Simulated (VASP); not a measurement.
Calculation: PW91 GGA, VASP's PBE PAW potentials (set 64) (plane waves; VASP).

A VASP calculation is set up with these files.

### KPOINTS
```
Automatic mesh
0
Gamma
6 6 4
0 0 0
```

**INCAR**
```
SYSTEM = CdS
PREC = Accurate; ENCUT = 520; LREAL = .False.
LASPH = .True.
EDIFF = 1E-7; NELM = 100; ALGO = Normal
LMAXMIX = 4
ISMEAR = 0; SIGMA = 0.05
GGA = 91
IBRION = 2; NSW = 30; ISIF = 4
EDIFFG = -0.01
LWAVE = .False.; LCHARG = .False.
```

### POSCAR
```
CdS
1
    2.1439024702    -3.7133478214     0.0000000000
    2.1439024702     3.7133478214     0.0000000000
    0.0000000000     0.0000000000     6.9639223645
Cd S
2 2
Direct
  0.6666670000   0.3333330000   0.5000044611
  0.3333330000   0.6666670000   0.0000044611
  0.6666670000   0.3333330000   0.8769955389
  0.3333330000   0.6666670000   0.3769955389
```

POTCAR, in this order: Cd S (PBE.64 set). Program: vasp_std.

Output of the run:

File OSZICAR:
```
       N       E                     dE             d eps       ncg     rms          rms(c)
DAV:   1     0.242893683509E+03    0.24289E+03   -0.17433E+04   924   0.148E+03
DAV:   2     0.926736338331E+00   -0.24197E+03   -0.23703E+03  1032   0.351E+02
DAV:   3    -0.133606798688E+02   -0.14287E+02   -0.14235E+02  1092   0.846E+01
DAV:   4    -0.135261478925E+02   -0.16547E+00   -0.16540E+00  1088   0.917E+00
DAV:   5    -0.135291263163E+02   -0.29784E-02   -0.29783E-02  1122   0.118E+00    0.907E+00
DAV:   6    -0.123495084674E+02    0.11796E+01   -0.29863E+00  1186   0.170E+01    0.747E+00
DAV:   7    -0.123378138811E+02    0.11695E-01   -0.68564E-01  1080   0.486E+00    0.408E+00
DAV:   8    -0.123380978364E+02   -0.28396E-03   -0.86924E-02  1060   0.311E+00    0.448E-01
DAV:   9    -0.123349570357E+02    0.31408E-02   -0.20132E-02  1194   0.164E+00    0.116E-01
DAV:  10    -0.123354811442E+02   -0.52411E-03   -0.15638E-03  1014   0.306E-01    0.107E-01
DAV:  11    -0.123356488773E+02   -0.16773E-03   -0.25789E-04  1128   0.107E-01    0.691E-02
DAV:  12    -0.123356514532E+02   -0.25759E-05   -0.15744E-04  1068   0.874E-02    0.617E-03
DAV:  13    -0.123356531922E+02   -0.17390E-05   -0.15307E-05  1068   0.328E-02    0.369E-03
DAV:  14    -0.123356532517E+02   -0.59481E-07   -0.24569E-06  1080   0.156E-02    0.232E-03
DAV:  15    -0.123356533616E+02   -0.10991E-06   -0.97305E-07  1008   0.792E-03    0.231E-03
DAV:  16    -0.123356532857E+02    0.75921E-07   -0.19330E-07   920   0.224E-03
   1 F= -.12335653E+02 E0= -.12335653E+02  d E =-.123357E+02
```

### OUTCAR
```
------------------------ aborting loop because EDIFF is reached ----------------------------------------
  FORCE on cell =-STRESS in cart. coord.  units (eV):
  Direction    XX          YY          ZZ          XY          YZ          ZX
  --------------------------------------------------------------------------------------
  Total       -1.9329133     -1.9329132     -1.8766148      0.0000000      0.0000000      0.0000000
  in kB      -27.9298366    -27.9298339    -27.1163444      0.0000000      0.0000000      0.0000000
  external PRESSURE =     -27.6586716 kB  Pullay stress =       0.0000000 kB
  volume of cell :      110.88
      direct lattice vectors                 reciprocal lattice vectors
     2.143902470 -3.713347821  0.000000000     0.233219564 -0.134649385  0.000000000
     2.143902470  3.713347821  0.000000000     0.233219564  0.134649385  0.000000000
     0.000000000  0.000000000  6.963922365     0.000000000  0.000000000  0.143597236
  FREE ENERGIE OF THE ION-ELECTRON SYSTEM (eV)
  ---------------------------------------------------
  free  energy   TOTEN  =       -12.3356532857 eV

  energy  without entropy=      -12.3356532857  energy(sigma->0) =      -12.33565329

 reached required accuracy - stopping structural energy minimisation
```
(Selected blocks of OUTCAR.)

File OUTCAR:
```
 val. band max:        0.3777138093   @ k =   0.0000   0.0000   0.0000

 cond. band min:       1.3252452441   @ k =   0.0000   0.0000   0.0000


 Fermi energy:         0.6056919608

 k-point     1 :       0.0000    0.0000    0.0000
  band No.  band energies     occupation
      1     -11.3638      2.00000
      2     -11.0283      2.00000
      3      -7.0193      2.00000
      4      -7.0149      2.00000
      5      -7.0149      2.00000
      6      -6.9530      2.00000
      7      -6.9530      2.00000
      8      -6.7150      2.00000
      9      -6.7150      2.00000
     10      -6.6488      2.00000
     11      -6.6487      2.00000
     12      -6.3797      2.00000
     13      -3.3811      2.00000
     14      -0.2417      2.00000
     15      -0.2417      2.00000
     16       0.3537      2.00000
     17       0.3777      2.00000
     18       0.3777      2.00000
     19       1.3252      0.00000
     20       2.9896      0.00000
     21       6.8262      0.00000
     22       6.8262      0.00000

 k-point     2 :       0.1667    0.0000    0.0000
  band No.  band energies     occupation
      1     -11.2899      2.00000
      2     -10.9966      2.00000
      3      -6.9958      2.00000
      4      -6.9870      2.00000
      5      -6.9494      2.00000
      6      -6.9156      2.00000
      7      -6.9133      2.00000
      8      -6.7288      2.00000
      9      -6.7134      2.00000
     10      -6.6722      2.00000
     11      -6.6431      2.00000
     12      -6.3335      2.00000
     13      -3.2329      2.00000
     14      -1.0855      2.00000
     15      -0.7547      2.00000
     16      -0.5015      2.00000
     17       0.1902      2.00000
     18       0.2235      2.00000
     19       2.4468      0.00000
     20       3.7828      0.00000
     21       6.1397      0.00000
     22       7.1150      0.00000

 k-point     3 :       0.3333    0.0000    0.0000
  band No.  band energies     occupation
      1     -11.1309      2.00000
...
```

The compound is CdS in the wurtzite structure. This cell is one point of a volume scan, at 1.06 of the reference volume.
